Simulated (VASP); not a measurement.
Here is the system:

```
CdSe
1.0
    0.00000     3.18741     3.18741
    3.18741     0.00000     3.18741
    3.18741     3.18741     0.00000
Cd Se
1 1
Direct
  0.00000   0.00000   0.00000
  0.25000   0.25000   0.25000
```

Calculation: vdW-DF2, VASP's PBE PAW potentials (set 64) (plane waves; VASP). Numerical set-up: 520 eV cut-off, Gaussian smearing of 0.050 eV, potentials Cd Se.

Predict the band gap (along the path) with the smallest direct gap where there is one.

```yaml
band gap (along the path): 0.04 eV
smallest direct gap (along the path): 0.04 eV
```

The absolute energy has meaning only against runs of the same code, potentials and settings.

The compound is CdSe in the zinc blende structure, whereas wurtzite is the usual form. It was relaxed first, which changed the volume by +17 %.
